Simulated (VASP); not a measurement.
An input for Ansatz (written as the equivalent of a VASP run, and not itself run):

Ansatz 0.2 input:
```yaml
crystal:
  lattice:
    - [0.0000000, 2.8807223, 2.8807223]
    - [2.8807223, 0.0000000, 2.8807223]
    - [2.8807223, 2.8807223, 0.0000000]
  atoms:
    - { symbol: Ag, position: [0.0000000, 0.0000000, 0.0000000] }
    - { symbol: Cl, position: [0.5000000, 0.5000000, 0.5000000] }
kpoints:
  mp_grid: { grid: [7, 7, 7] }
hamiltonian:
  xc: rpbe
  pseudopotentials: { kind: paw }
scf:
  occupations: { method: gaussian, width: 0.05 }
  max_iter: 100
relax:
  max_steps: 60
  f_tol: 0.01
  cell: {}
output: { forces: true, stress: true, eigenvalues: true }
```

Q: Write the VASP files for the same calculation (RPBE).

A: One answer among several that fit: 
**KPOINTS**
```
Automatic mesh
0
Gamma
7 7 7
0 0 0
```

**POSCAR**
```
AgCl
1.0
  0.0000000000   2.8807222932   2.8807222932
  2.8807222932   0.0000000000   2.8807222932
  2.8807222932   2.8807222932   0.0000000000
Ag Cl
1 1
Cartesian
  0.0000000000   0.0000000000   0.0000000000
  2.8807222932   2.8807222932   2.8807222932
```

**INCAR**
```
LASPH  =  .TRUE.
LCHARG  =  .FALSE.
LWAVE  =  .FALSE.
NSW  =  60   ! most ionic steps
NELM  =  100   ! most electronic steps
ENCUT  =  520   ! plane-wave cut-off (eV)
LMAXMIX  =  4   ! l cut-off of mixed one-centre charges
GGA  =  RP   ! RPBE
SYSTEM  =  AgCl
ISIF  =  3
SIGMA  =  0.05
EDIFFG  =  -0.01   ! ionic stop
ALGO  =  Normal
ISMEAR  =  0   ! Gaussian
LREAL  =  .FALSE.   ! projection in real space or not
PREC  =  Accurate
IBRION  =  2   ! conjugate gradients
EDIFF  =  1E-6
```

POTCAR, in this order: Ag Cl (PBE.64 set). Program: vasp_std.

Limits of the translation: each code has its own PAW files, so the cut-off isn't converted (ENCUT is set for VASP's; basis.ecutwfc is left out, and Ansatz then takes the one that its files recommend); Ansatz stops its SCF on the density residual and VASP on the energy change (EDIFF).

The compound is AgCl in the rock salt structure. It was relaxed first, which changed the volume by +12 %. The start is the result of an earlier pass.
